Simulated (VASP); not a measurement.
Input:

```xyz
2
Lattice="0.0000 3.3347 3.3347 3.3347 0.0000 3.3347 3.3347 3.3347 0.0000" Properties=species:S:1:pos:R:3 pbc="T T T"
Hg     0.0000     0.0000     0.0000
Te     1.6674     1.6674     1.6674
```

Level of theory: LDA (Ceperley-Alder, Perdew-Zunger), VASP's LDA PAW potentials (set 64) (plane waves; VASP 6.6.1). Settings: 300 eV cut-off, 7×7×7 Γ-centred mesh, Gaussian smearing of 0.14 eV, potentials Hg Te.

Task: Give the stress tensor in GPa (positive for a compressed cell).

Result: 
```
-3.92   0.00   0.00
 0.00  -3.92   0.00
 0.00   0.00  -3.92
```
The pressure is its mean diagonal, -3.92 GPa.

The structure comes from a computed database's HgTe entry; how it stands against other phases isn't given here. The cell was not relaxed at this level.
